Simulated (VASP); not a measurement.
# How plane-wave cutoff and PAW data sets change a VASP run on Pa

How sensitive are energy and pressure of Pa to the plane-wave cutoff and PAW data sets? The series runs use PBEsol. The plane-wave cutoff tried: ENCUT = 150; ENCUT = 190; ENCUT = 230; ENCUT = 250; ENCUT = 290; ENCUT = 330; ENCUT = 400; ENCUT = 500. The PAW data sets tried: minimal 64: Pa; recommended 54: Pa; soft 64: Pa_s. The start is a cell from a database of measured crystal structures.

Calculated with VASP 6.6.1; PBEsol; plane waves and PAW (Pa), in the first sound run; inputs show where later runs differ.

Most raw output is cut from this account.

## Step 1: Starting point

The structure is tetragonal, space group I4/mmm (No. 139). The conventional cell has a = 3.925 Å, b = 3.925 Å, c = 3.238 Å, α = 90.00°, β = 90.00°, γ = 90.00°. Nearest to Pa lie 10 Pa at 3.21 to 3.24 Å.

Coordinates:

```xyz
1
Lattice="-1.9625 1.9625 1.6190 1.9625 -1.9625 1.6190 1.9625 1.9625 -1.6190" Properties=species:S:1:pos:R:3 pbc="T T T"
Pa    0.0000    0.0000    0.0000
```

## Step 2: Plane-wave cutoff: ENCUT = 150

The basis grows with ENCUT, and energy and stress both move with it. PBEsol restores the gradient expansion of exchange and is tuned for the cells of solids.

Input file INCAR:

```
SYSTEM = Pa
PREC = Accurate
ENCUT = 150
EDIFF = 1E-06
NELM = 100
ISMEAR = -1
SIGMA = 0.05
LREAL = .FALSE.
ALGO = Normal
GGA = PS
NBANDS = 12
LORBIT = 11
LWAVE = .FALSE.
LCHARG = .FALSE.
KPAR = 2
ISIF = 2
```

Input file POSCAR:

```
Pa
1.0
   -1.9625000000      1.9625000000      1.6190000000
    1.9625000000     -1.9625000000      1.6190000000
    1.9625000000      1.9625000000     -1.6190000000
Pa
1
Direct
    0.0000000000      0.0000000000      0.0000000000
```

Input file KPOINTS:

```
Automatic mesh
0
Gamma
9 9 9
0 0 0
```

Potentials, in the order of the species: Pa (PBE family, release 64).

The run is started by

```bash
$ mpirun -np 2 vasp_std
```

It took 3.4 s on 2 MPI ranks of AMD EPYC 7R43, shared host; peak memory 0.16 GiB; 5.7 s of CPU time.

This run has no spin polarisation. Its electron count is odd, so without a moment it is a metal by construction. The k-mesh is coarse for a metal. The PAW data sets were made with PBE, which is usual practice but a small mismatch for other functionals.

Numbers from this step:

```yaml
scf_cycles: 12
electrons: 13
bands: 12
irreducible_k_points: 75
symmetry_operations: 16
free_energy_toten: -9.107 eV
energy_at_zero_smearing: -9.099 eV
fermi_energy: 12.85 eV
pressure: -55.08 GPa
metallic: yes
```

The series starts at -9.0987 eV an atom and -55.08 GPa, after 12 cycles in 3.4 s.

## Step 3: Plane-wave cutoff: ENCUT = 190

INCAR, as its differences from that of step 2:

```diff
@@ -2,3 +2,3 @@
 PREC = Accurate
-ENCUT = 150
+ENCUT = 190
 EDIFF = 1E-06
```

POSCAR is that of step 2.

KPOINTS is that of step 2.

The run is started by

```bash
$ mpirun -np 2 vasp_std
```

The job ended after 3.6 s (2 MPI ranks; peak memory 0.16 GiB).

Against the run before the energy moves by -1029.13 meV an atom and the pressure by +45.42 GPa, after 12 cycles in 3.6 s.

## Step 4: Plane-wave cutoff: ENCUT = 230

INCAR, as its differences from that of step 3:

```diff
@@ -2,3 +2,3 @@
 PREC = Accurate
-ENCUT = 190
+ENCUT = 230
 EDIFF = 1E-06
```

POSCAR is that of step 3.

KPOINTS is that of step 3.

The run is started by

```bash
$ mpirun -np 2 vasp_std
```

Wall time 4.8 s (2 MPI ranks); peak memory 0.16 GiB.

Against the run before the energy moves by -64.55 meV an atom and the pressure by +4.87 GPa, after 12 cycles in 4.8 s.

## Step 5: Plane-wave cutoff: ENCUT = 250

INCAR, as its differences from that of step 4:

```diff
@@ -2,3 +2,3 @@
 PREC = Accurate
-ENCUT = 230
+ENCUT = 250
 EDIFF = 1E-06
```

POSCAR is that of step 4.

KPOINTS is that of step 4.

The run is started by

```bash
$ mpirun -np 2 vasp_std
```

It took 6.2 s on 2 MPI ranks; peak memory 0.18 GiB; 11 s of CPU time.

Against the run before the energy moves by +2.59 meV an atom and the pressure by +0.09 GPa, after 12 cycles in 6.2 s.

## Step 6: Plane-wave cutoff: ENCUT = 290

INCAR, as its differences from that of step 5:

```diff
@@ -2,3 +2,3 @@
 PREC = Accurate
-ENCUT = 250
+ENCUT = 290
 EDIFF = 1E-06
```

POSCAR is that of step 5.

KPOINTS is that of step 5.

The run is started by

```bash
$ mpirun -np 2 vasp_std
```

It took 6 s on 2 MPI ranks; peak memory 0.19 GiB.

Against the run before the energy moves by +4.80 meV an atom and the pressure by -0.14 GPa, after 12 cycles in 6 s.

## Step 7: Plane-wave cutoff: ENCUT = 330

INCAR, as its differences from that of step 6:

```diff
@@ -2,3 +2,3 @@
 PREC = Accurate
-ENCUT = 290
+ENCUT = 330
 EDIFF = 1E-06
```

POSCAR is that of step 6.

KPOINTS is that of step 6.

The run is started by

```bash
$ mpirun -np 2 vasp_std
```

Wall time 7.2 s (2 MPI ranks); peak memory 0.21 GiB; 13 s of CPU time.

Against the run before the energy moves by -2.48 meV an atom and the pressure by +0.09 GPa, after 12 cycles in 7.2 s.

## Step 8: Plane-wave cutoff: ENCUT = 400

INCAR, as its differences from that of step 7:

```diff
@@ -2,3 +2,3 @@
 PREC = Accurate
-ENCUT = 330
+ENCUT = 400
 EDIFF = 1E-06
```

POSCAR is that of step 7.

KPOINTS is that of step 7.

The run is started by

```bash
$ mpirun -np 2 vasp_std
```

It took 11 s on 2 MPI ranks; peak memory 0.25 GiB; 22 s of CPU time.

Against the run before the energy moves by -1.84 meV an atom and the pressure by +0.12 GPa, after 12 cycles in 11 s.

## Step 9: Plane-wave cutoff: ENCUT = 500

INCAR, as its differences from that of step 8:

```diff
@@ -2,3 +2,3 @@
 PREC = Accurate
-ENCUT = 400
+ENCUT = 500
 EDIFF = 1E-06
```

POSCAR is that of step 8.

KPOINTS is that of step 8.

The run is started by

```bash
$ mpirun -np 2 vasp_std
```

The job ended after 12 s (2 MPI ranks; peak memory 0.25 GiB).

Against the run before the energy moves by -0.27 meV an atom and the pressure by -0.02 GPa, after 12 cycles in 12 s.

## Step 10: The plane-wave cutoff series as a table

This step: convergence of PBEsol results with the cutoff; plane waves and PAW (VASP 6.6.1).

No new run; the numbers come from the runs before.

Differences are taken from the run with ENCUT = 500. Results of the series, by row:

| setting | status | energy less the reference (meV/atom) | pressure (GPa) | SCF cycles | wall time (s) |
| --- | --- | --- | --- | --- | --- |
| ENCUT = 150 | converged | 1091 | -55.08 | 12 | 3.4 |
| ENCUT = 190 | converged | 61.75 | -9.656 | 12 | 3.6 |
| ENCUT = 230 | converged | -2.802 | -4.79 | 12 | 4.8 |
| ENCUT = 250 | converged | -0.2085 | -4.703 | 12 | 6.2 |
| ENCUT = 290 | converged | 4.596 | -4.848 | 12 | 6 |
| ENCUT = 330 | converged | 2.116 | -4.756 | 12 | 7.2 |
| ENCUT = 400 | converged | 0.2749 | -4.633 | 12 | 11.4 |
| ENCUT = 500 | converged | 0 | -4.648 | 12 | 12.2 |

## Step 11: PAW data sets: minimal 64: Pa

This step: PBEsol; plane waves and PAW (Pa) (VASP 6.6.1).

Data sets differ in which electrons are valence and how hard the partial waves are.

INCAR, as its differences from that of step 9:

```diff
@@ -2,3 +2,3 @@
 PREC = Accurate
-ENCUT = 500
+ENCUT = 400
 EDIFF = 1E-06
```

POSCAR is that of step 9.

KPOINTS is that of step 9.

The run is started by

```bash
$ mpirun -np 2 vasp_std
```

The job ended after 12 s (2 MPI ranks; peak memory 0.24 GiB; 22 s of CPU time).

Numbers from this step:

```yaml
pressure: -4.633 GPa
```

The series starts at -10.1893 eV an atom and -4.63 GPa, after 12 cycles in 12 s.

## Step 12: PAW data sets: recommended 54: Pa

INCAR is that of step 11.

POSCAR is that of step 11.

KPOINTS is that of step 11.

PAW data sets: Pa (PBE family, release 54).

The run is started by

```bash
$ mpirun -np 2 vasp_std
```

The job ended after 11 s (2 MPI ranks; peak memory 0.25 GiB; 21 s of CPU time).

With 13 valence electrons the pressure is -4.63 GPa, +0.00 GPa from the first of the series, after 12 cycles in 11 s.

## Step 13: PAW data sets: soft 64: Pa s

This step: PBEsol; plane waves and PAW (Pa_s) (VASP 6.6.1).

INCAR, as its differences from that of step 12:

```diff
@@ -10,3 +10,3 @@
 GGA = PS
-NBANDS = 12
+NBANDS = 11
 LORBIT = 11
```

POSCAR is that of step 12.

KPOINTS is that of step 12.

The projector-augmented-wave data sets are Pa_s (PBE family, release 64).

The run is started by

```bash
$ mpirun -np 2 vasp_std
```

Elapsed: 10 s, on 2 MPI ranks; peak memory 0.27 GiB; 19 s of CPU time.

With 11 valence electrons the pressure is -3.69 GPa, +0.94 GPa from the first of the series, after 11 cycles in 10 s.

## Step 14: The PAW data sets series as a table

This step: convergence of PBEsol results with the datasets; plane waves and PAW (VASP 6.6.1).

Derived from the runs above.

Results of the series, by row:

| setting | status | pressure (GPa) | SCF cycles | wall time (s) |
| --- | --- | --- | --- | --- |
| minimal 64: Pa, 400 eV | converged | -4.633 | 12 | 11.6 |
| recommended 54: Pa, 400 eV | converged | -4.633 | 12 | 11 |
| soft 64: Pa_s, 400 eV | converged | -3.688 | 11 | 10.2 |

## Step 15: Results

| Item | Value |
| --- | --- |
| plane-wave cutoff from which the energy stays within 10 meV/atom of the reference | ENCUT = 230 |
| plane-wave cutoff from which the energy stays within 1 meV/atom of the reference | ENCUT = 400 |
| plane-wave cutoff from which the pressure stays within 0.2 GPa of the reference | ENCUT = 230 |
| spread of the pressure over the plane-wave cutoff | 50.4 GPa |
| spread of the energy over the plane-wave cutoff | 1094 meV/atom |
| spread of the pressure over the PAW data sets | 0.944 GPa |

From ENCUT = 400 on, the energy stays within 1 meV an atom of the reference, at 93 % of its time. The pressure holds within 0.2 GPa from ENCUT = 230 on. These cutoffs are 0.6 to 2 times the default of the data sets, about 250 eV; at the default the run is off by -0.2 meV an atom, -0.05 GPa, and at 1.3 times by +2.1 meV an atom, -0.11 GPa. Energy differences between like cells converge faster than these totals. The choice of data set moves the pressure between -4.63 GPa (minimal 64: Pa) and -3.69 GPa (soft 64: Pa_s); all ran at 400 eV. Differences are taken from the run with ENCUT = 500, which is itself not the exact limit. Data sets differ in their zero of energy, so energies are not compared. Forces vanish by symmetry in this cell, so the series can't test them. The runs at ENCUT = 150; ENCUT = 190 are over 30 meV an atom or 2 GPa off and describe the material poorly.

[Lines on the potential files, build, host, timing and source positions are cut from VASP's logs without a mark.]

[Logs are printed without paths, hosts, clocks, repeated set-up lines and the standing remarks that a program may print on its own settings, such as how far it seeks lower states.]

[Hosts, paths, dates, database ids (printed as entryN), source tags and the programs' standing remarks are cut or masked in the printed files.]

[A measured line is paired with the nearest computed mode of its activity, which favours agreement.]
